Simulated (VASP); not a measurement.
Level of theory: PBEsol GGA, VASP's PBE PAW potentials (set 64) (plane waves; VASP 6.6.1).

VASP ran on this input.

**INCAR**
```
! general
SYSTEM  = La2O3
PREC    = Accurate
ENCUT   = 620   ! plane-wave cut-off (eV)
LREAL   = .FALSE.   ! projection in real space or not
LASPH   = .TRUE.

! electronic loop
EDIFF   = 1E-6   ! SCF stop (eV)
NELM    = 100   ! most electronic steps
ALGO    = Normal   ! blocked Davidson
LMAXMIX = 6   ! l cut-off of mixed one-centre charges

! smearing
ISMEAR  = 0
SIGMA   = 0.05   ! width (eV)

! functional
GGA     = PS

! ions
IBRION  = 2   ! conjugate gradients
NSW     = 40   ! most ionic steps
ISIF    = 3   ! ions, shape and volume
EDIFFG  = -0.02   ! ionic stop
PSTRESS = 450   ! kbar

! output
LWAVE   = .FALSE.
LCHARG  = .FALSE.
```

### KPOINTS
```
kpoints
0
G
  7 7 4
0 0 0
```

**POSCAR**
```
La2O3
1
    1.9035114211    -3.2969763360     0.0000000000
    1.9035114211     3.2969763360     0.0000000000
    0.0000000000     0.0000000000     5.2890454942
La O
2 3
Direct
  0.3333330000   0.6666670000   0.2287307747
  0.6666670000   0.3333330000   0.7712692253
  0.0000000000   0.0000000000   0.0000000000
  0.3333330000   0.6666670000   0.6595178722
  0.6666670000   0.3333330000   0.3404821278
```

POTCAR, in this order: La O (PBE.64 set). Program: vasp_std.

The run wrote:

**OSZICAR**
```
...
       N       E                     dE             d eps       ncg     rms          rms(c)
DAV:   1    -0.450919735819E+02   -0.66699E+01   -0.11233E+02  1808   0.960E+01    0.138E+01
DAV:   2    -0.425450473526E+02    0.25469E+01   -0.12775E+01  2584   0.334E+01    0.513E+00
DAV:   3    -0.419175171145E+02    0.62753E+00   -0.21290E+00  2224   0.195E+01    0.116E+00
DAV:   4    -0.418992732816E+02    0.18244E-01   -0.31808E-01  2592   0.525E+00    0.402E-01
DAV:   5    -0.419047149478E+02   -0.54417E-02   -0.31090E-02  2640   0.152E+00    0.343E-01
DAV:   6    -0.419082613830E+02   -0.35464E-02   -0.99211E-03  2648   0.722E-01    0.256E-01
DAV:   7    -0.419097962847E+02   -0.15349E-02   -0.17582E-02  2416   0.136E+00    0.119E-01
DAV:   8    -0.419097631965E+02    0.33088E-04   -0.43022E-03  2512   0.813E-01    0.787E-02
DAV:   9    -0.419098262530E+02   -0.63056E-04   -0.43502E-04  2336   0.194E-01    0.403E-02
DAV:  10    -0.419098779770E+02   -0.51724E-04   -0.27381E-04  2480   0.151E-01    0.185E-02
DAV:  11    -0.419099010197E+02   -0.23043E-04   -0.16095E-04  2416   0.952E-02    0.894E-03
DAV:  12    -0.419099022570E+02   -0.12373E-05   -0.23691E-05  2552   0.401E-02    0.560E-03
DAV:  13    -0.419099025505E+02   -0.29351E-06   -0.96058E-06  2296   0.264E-02
   3 F= -.24144137E+02 E0= -.24144137E+02  d E =-.159574E+00
       N       E                     dE             d eps       ncg     rms          rms(c)
DAV:   1    -0.418706114441E+02    0.39291E-01   -0.33845E-02  1888   0.170E+00    0.240E-01
DAV:   2    -0.418698008223E+02    0.81062E-03   -0.41628E-03  2448   0.531E-01    0.804E-02
DAV:   3    -0.418696202005E+02    0.18062E-03   -0.50199E-04  2136   0.299E-01    0.261E-02
DAV:   4    -0.418696072953E+02    0.12905E-04   -0.16179E-04  2568   0.129E-01    0.818E-03
DAV:   5    -0.418696097282E+02   -0.24329E-05   -0.16166E-05  2632   0.370E-02    0.592E-03
DAV:   6    -0.418696107208E+02   -0.99259E-06   -0.49142E-07  1224   0.827E-03
   4 F= -.24144564E+02 E0= -.24144564E+02  d E =-.160001E+00
       N       E                     dE             d eps       ncg     rms          rms(c)
DAV:   1    -0.418516927043E+02    0.17917E-01   -0.66620E-03  1888   0.760E-01    0.107E-01
DAV:   2    -0.418515278505E+02    0.16485E-03   -0.77593E-04  2416   0.231E-01    0.355E-02
DAV:   3    -0.418514931059E+02    0.34745E-04   -0.96884E-05  2192   0.133E-01    0.110E-02
DAV:   4    -0.418514915416E+02    0.15643E-05   -0.30938E-05  2600   0.555E-02    0.422E-03
DAV:   5    -0.418514921450E+02   -0.60342E-06   -0.17181E-06  1504   0.152E-02
   5 F= -.24144544E+02 E0= -.24144544E+02  d E =-.159981E+00
       N       E                     dE             d eps       ncg     rms          rms(c)
DAV:   1    -0.417939732344E+02    0.57518E-01   -0.27916E+00  2336   0.208E+01    0.817E-01
DAV:   2    -0.417939672945E+02    0.59400E-05   -0.15959E-01  2240   0.309E+00    0.419E-01
DAV:   3    -0.417904938079E+02    0.34735E-02   -0.15519E-02  2616   0.138E+00    0.182E-01
DAV:   4    -0.417899685882E+02    0.52522E-03   -0.25530E-03  2552   0.525E-01    0.848E-02
DAV:   5    -0.417899788264E+02   -0.10238E-04   -0.11679E-03  2600   0.269E-01    0.442E-02
DAV:   6    -0.417899765810E+02    0.22454E-05   -0.33440E-04  2288   0.158E-01    0.228E-02
DAV:   7    -0.417899832032E+02   -0.66221E-05   -0.59227E-05  2576   0.760E-02    0.100E-02
DAV:   8    -0.417899847165E+02   -0.15134E-05   -0.22608E-05  2544   0.378E-02    0.589E-03
DAV:   9    -0.417899860581E+02   -0.13416E-05   -0.40792E-06  1944   0.165E-02    0.454E-03
DAV:  10    -0.417899861968E+02   -0.13878E-06   -0.87479E-07  1120   0.128E-02
   6 F= -.24158087E+02 E0= -.24158087E+02  d E =-.135427E-01
       N       E                     dE             d eps       ncg     rms          rms(c)
DAV:   1    -0.417856083074E+02    0.43778E-02   -0.99085E-03  2448   0.126E+00    0.486E-02
DAV:   2    -0.417856026787E+02    0.56287E-05   -0.51204E-04  2240   0.178E-01    0.243E-02
DAV:   3    -0.417855907477E+02    0.11931E-04   -0.49452E-05  2672   0.797E-02    0.107E-02
DAV:   4    -0.417855889473E+02    0.18004E-05   -0.72720E-06  2056   0.306E-02    0.493E-03
DAV:   5    -0.417855894022E+02   -0.45494E-06   -0.45964E-06  1624   0.205E-02
   7 F= -.24158152E+02 E0= -.24158152E+02  d E =-.136083E-01
       N       E                     dE             d eps       ncg     rms          rms(c)
DAV:   1    -0.418364410017E+02   -0.50852E-01   -0.10724E+00  2392   0.175E+01    0.676E-01
DAV:   2    -0.418280277242E+02    0.84133E-02   -0.30212E-02  2128   0.192E+00    0.365E-01
DAV:   3    -0.418245496546E+02    0.34781E-02   -0.13417E-02  2600   0.135E+00    0.991E-02
DAV:   4    -0.418244217622E+02    0.12789E-03   -0.13343E-03  2080   0.320E-01    0.542E-02
DAV:   5    -0.418244229470E+02   -0.11849E-05   -0.41811E-04  2256   0.165E-01    0.280E-02
DAV:   6    -0.418244167622E+02    0.61848E-05   -0.12481E-04  2256   0.970E-02    0.157E-02
DAV:   7    -0.418244152704E+02    0.14918E-05   -0.13558E-05  2240   0.379E-02    0.698E-03
DAV:   8    -0.418244146349E+02    0.63545E-06   -0.99044E-06  1792   0.247E-02
   8 F= -.24161481E+02 E0= -.24161481E+02  d E =-.332851E-02
       N       E                     dE             d eps       ncg     rms          rms(c)
DAV:   1    -0.418246638784E+02   -0.24861E-03   -0.57076E-05  2552   0.130E-01    0.530E-03
DAV:   2    -0.418246632528E+02    0.62565E-06   -0.15029E-06  1288   0.158E-02
   9 F= -.24161481E+02 E0= -.24161481E+02  d E =-.332894E-02
       N       E                     dE             d eps       ncg     rms          rms(c)
DAV:   1    -0.417421661323E+02    0.82498E-01   -0.75067E-01  1960   0.105E+01    0.553E-01
DAV:   2    -0.417394747090E+02    0.26914E-02   -0.41304E-02  2208   0.238E+00    0.237E-01
DAV:   3    -0.417382121709E+02    0.12625E-02   -0.59690E-03  2504   0.926E-01    0.655E-02
DAV:   4    -0.417381483661E+02    0.63805E-04   -0.96358E-04  2672   0.310E-01    0.361E-02
DAV:   5    -0.417381394721E+02    0.88940E-05   -0.24509E-04  2456   0.124E-01    0.183E-02
DAV:   6    -0.417381454803E+02   -0.60082E-05   -0.22901E-05  2592   0.532E-02    0.873E-03
DAV:   7    -0.417381469561E+02   -0.14758E-05   -0.12549E-05  2080   0.307E-02    0.401E-03
DAV:   8    -0.417381476679E+02   -0.71178E-06   -0.14591E-06  1392   0.192E-02
  10 F= -.24162404E+02 E0= -.24162404E+02  d E =-.923001E-03
       N       E                     dE             d eps       ncg     rms          rms(c)
DAV:   1    -0.417621183092E+02   -0.23971E-01   -0.54584E-02  1968   0.280E+00    0.148E-01
DAV:   2    -0.417619193868E+02    0.19892E-03   -0.29511E-03  2216   0.639E-01    0.643E-02
DAV:   3    -0.417618287789E+02    0.90608E-04   -0.46460E-04  2568   0.254E-01    0.176E-02
DAV:   4    -0.417618234101E+02    0.53688E-05   -0.77867E-05  2664   0.849E-02    0.108E-02
DAV:   5    -0.417618214740E+02    0.19360E-05   -0.20529E-05  2280   0.359E-02    0.470E-03
DAV:   6    -0.417618205941E+02    0.87994E-06   -0.11220E-06  1320   0.175E-02
  11 F= -.24162557E+02 E0= -.24162557E+02  d E =-.107575E-02
       N       E                     dE             d eps       ncg     rms          rms(c)
DAV:   1    -0.417729590328E+02   -0.11138E-01   -0.81013E-01  1784   0.782E+00    0.203E-01
DAV:   2    -0.417772048824E+02   -0.42458E-02   -0.47265E-02  2184   0.243E+00    0.127E-01
DAV:   3    -0.417770105558E+02    0.19433E-03   -0.13210E-03  2368   0.373E-01    0.821E-02
DAV:   4    -0.417768781296E+02    0.13243E-03   -0.99996E-04  2560   0.292E-01    0.244E-02
DAV:   5    -0.417768774285E+02    0.70107E-06   -0.14090E-04  2064   0.100E-01    0.184E-02
DAV:   6    -0.417768739027E+02    0.35258E-05   -0.45055E-05  2400   0.561E-02    0.711E-03
DAV:   7    -0.417768729751E+02    0.92767E-06   -0.48291E-06  1832   0.207E-02
  12 F= -.24163540E+02 E0= -.24163540E+02  d E =-.982933E-03
```

OUTCAR:
```
------------------------ aborting loop because EDIFF is reached ----------------------------------------
  FORCE on cell =-STRESS in cart. coord.  units (eV):
  Direction    XX          YY          ZZ          XY          YZ          ZX
  --------------------------------------------------------------------------------------
  Total       17.6511808     17.6510949     17.6284358     -0.0000000      0.0000000      0.0000000
  in kB      450.9669678    450.9647734    450.3858593     -0.0000000      0.0000000      0.0000000
  external PRESSURE =       0.7725335 kB  Pullay stress =     450.0000000 kB
  volume of cell :       62.71
      direct lattice vectors                 reciprocal lattice vectors
     1.882537504 -3.260642670 -0.000000000     0.265598958 -0.153344003  0.000000000
     1.882537504  3.260642670  0.000000000     0.265598958  0.153344003 -0.000000000
    -0.000000000  0.000000000  5.108139789     0.000000000 -0.000000000  0.195765982
 POSITION                                       TOTAL-FORCE (eV/Angst)
 -----------------------------------------------------------------------------------
      1.88254      1.08688      1.14557        -0.000000      0.000000      0.018449
      1.88254     -1.08688      3.96257         0.000000     -0.000000     -0.018449
      3.76508      0.00000      5.10814         0.000000      0.000000      0.000000
      1.88254      1.08688      3.38321        -0.000000     -0.000000      0.002701
      1.88254     -1.08688      1.72493         0.000000      0.000000     -0.002701
 -----------------------------------------------------------------------------------
    total drift:                                0.000000      0.000000      0.000000
  FREE ENERGIE OF THE ION-ELECTRON SYSTEM (eV)
  ---------------------------------------------------
  free  energy   TOTEN  =       -41.7768729751 eV

  energy  without entropy=      -41.7768729751  energy(sigma->0) =      -41.77687298
  enthalpy is  TOTEN    =       -24.1635400053 eV   P V=       17.6133329697

 reached required accuracy - stopping structural energy minimisation
```
(Selected blocks of OUTCAR.)

### CONTCAR
```
La2O3
   1.00000000000000
     1.8825375037407148   -3.2606426703918627   -0.0000000000000000
     1.8825375037407148    3.2606426703918627    0.0000000000000000
    -0.0000000000000000    0.0000000000000000    5.1081397891209566
  La              O
     2     3
Direct
     0.3333330000000032    0.6666669999999968    0.2242635716430449
     0.6666669999999968    0.3333330000000032    0.7757364283569550
     1.0000000000000000    1.0000000000000000    1.0000000000000000
     0.3333330000000032    0.6666669999999968    0.6623172400252704
     0.6666669999999968    0.3333330000000032    0.3376827599747295
```

Energy and stress use the plane-wave basis of the starting cell.

The compound is La2O3 in the a-type structure. This run relaxes it under an external pressure of 45 GPa. Symmetry was kept, so distortions that lower it aren't found.
